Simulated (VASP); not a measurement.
A run of VASP 6.6.1 is set up as follows.

File INCAR:

```
SYSTEM = AgB2
AGGAC = 0.0
ALGO = Normal
EDIFF = 1E-6
EDIFFG = -0.02
ENCUT = 600
GGA = CX
IBRION = 2
ISIF = 3
ISMEAR = -1
LASPH = .True.
LCHARG = .False.
LREAL = .False.
LUSE_VDW = .True.
LWAVE = .False.
NELM = 80
NSW = 40
PREC = Accurate
SIGMA = 0.05
```

The input KPOINTS:

```
k-points
0
Gamma
  10 10 8
  0 0 0
```

Contents of POSCAR:

```
AgB2
1.0
    3.0000000000      0.0000000000      0.0000000000
   -1.5000000000      2.5980762114      0.0000000000
    0.0000000000      0.0000000000      3.2400000000
Ag B
1 2
Direct
    0.0000000000      0.0000000000      0.0000000000
    0.6666666667      0.3333333333      0.5000000000
    0.3333333333      0.6666666667      0.5000000000
```

Potentials or basis: VASP PAW PBE potentials, release 64 (Ag, B).

Command:

```sh
$ cat potpaw_PBE.64/Ag/POTCAR potpaw_PBE.64/B/POTCAR > POTCAR
$ mpirun -np 1 vasp_std > vasp.out
```

Task: What does it give for the band gap on the k mesh?

Result: None (metal or under the smearing width).

Task: What does it give for the space group after relaxing (to 0.05 Å)?

Result: P6/mmm (No. 191).

Task: Estimate the relaxed cell.

Result: a = 3.009 Å, b = 3.009 Å, c = 4.011 Å, α = 90.00°, β = 90.00°, γ = 120.00°.

Final structure:
```xyz
3
Lattice="3.0094 0.0000 0.0000 -1.5047 2.6063 0.0000 0.0000 0.0000 4.0115" Properties=species:S:1:pos:R:3 pbc="T T T"
Ag    0.0000    0.0000    0.0000
B     1.5047    0.8688    2.0057
B     0.0000    1.7375    2.0057
```

 Zero-point motion and thermal expansion aren't in these numbers.
